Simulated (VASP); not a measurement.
Wanted: the native input for a VASP 6.6.1 run.

```
Task                   : relaxation of shape and atoms at fixed volume
Functional             : PBEsol
Potentials or basis    : VASP PAW PBE potentials, release 64 (Os)
Cutoff                 : 600 eV
k mesh                 : 15 × 15 × 9
Occupations            : methfessel-paxton, width 0.1 eV
Spin                   : no spin polarisation
Further INCAR settings : ALGO = Normal; EDIFF = 1e-07; IBRION = 2; EDIFFG = -0.01; NSW = 40; ISIF = 4
```

The structure of Os lies in POSCAR:

```
Os                                      
1.0
    2.7644026981     -0.0000000000      0.0000000000
   -1.3822013490      2.3940429629     -0.0000000000
    0.0000000000     -0.0000000000      4.3708164861
  Os            
     2
Direct
     0.3333333332999970    0.6666666667000030    0.2500000000000000
     0.6666666667000030    0.3333333332999970    0.7500000000000000
```

The cell isn't the ideal one: a relaxed cell with its volume scaled by 1.04.

These files were run (other wordings do the same):

INCAR

```
PREC = Accurate
ENCUT = 600
EDIFF = 1E-7
ISMEAR = 1
SIGMA = 0.1
LREAL = F
LASPH = T
NELM = 80
ALGO = Normal
ISIF = 4
LWAVE = F
LCHARG = F
GGA = PS
IBRION = 2
NSW = 40
EDIFFG = -0.01
```

KPOINTS

```
Automatic mesh
0
Gamma
  15 15 9
```

Potentials or basis: VASP PAW PBE potentials, release 64 (Os).

Run with:

```bash
$ cat potpaw_PBE.64/Os/POTCAR > POTCAR
$ mpirun -np 1 vasp_std > vasp.out
```

Results of the run:

```json
{
 "Energy gained by relaxing": "0.0 meV/atom",
 "Ionic steps": "3",
 "Pressure after relaxing": "-15.7 GPa",
 "Band gap on the k mesh": "none (metal or under the smearing width)"
}
```

Caveat: the PAW data sets were made with another functional, which shifts forces and pressure a little.

Wall time 58 s on 1 thread of Intel(R) Xeon(R) Platinum 8488C (Sapphire Rapids), on a shared host, peak memory 0.2 GiB.
